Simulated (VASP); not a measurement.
Input:

```yaml
crystal:
  lattice:
    - [4.02562, 0.00000, 0.00000]
    - [0.00000, 4.02562, 0.00000]
    - [0.00000, 0.00000, 4.02562]
  atoms:
    - { symbol: K, position: [0.00000, 0.00000, 0.00000] }
    - { symbol: Mg, position: [0.50000, 0.50000, 0.50000] }
    - { symbol: F, position: [0.50000, 0.00000, 0.50000] }
    - { symbol: F, position: [0.00000, 0.50000, 0.50000] }
    - { symbol: F, position: [0.50000, 0.50000, 0.00000] }
```

Level of theory: PBE GGA with D4 dispersion, VASP's PBE PAW potentials (set 64) (plane waves; VASP 6.6.1). Numerical set-up: 520 eV cut-off, 6×6×6 Γ-centred mesh, tetrahedra with Blöchl corrections, potentials K_sv Mg F.

The cores are frozen, which limits the accuracy of field gradients.

Problem. Give the principal components of the electric field gradient (V/Å²) and the asymmetry η at each nucleus.

Solution. 
| atom | Vxx | Vyy | Vzz | η |
|---|---|---|---|---|
| K1 | 0.0 | 0.0 | 0.0 | - |
| Mg2 | 0.0 | 0.0 | 0.0 | - |
| F3 | -24.1 | -24.1 | 48.1 | 0.00 |
| F4 | -24.1 | -24.1 | 48.1 | 0.00 |
| F5 | -24.1 | -24.1 | 48.1 | 0.00 |

The compound is KMgF3 in the cubic perovskite structure. It was relaxed first.
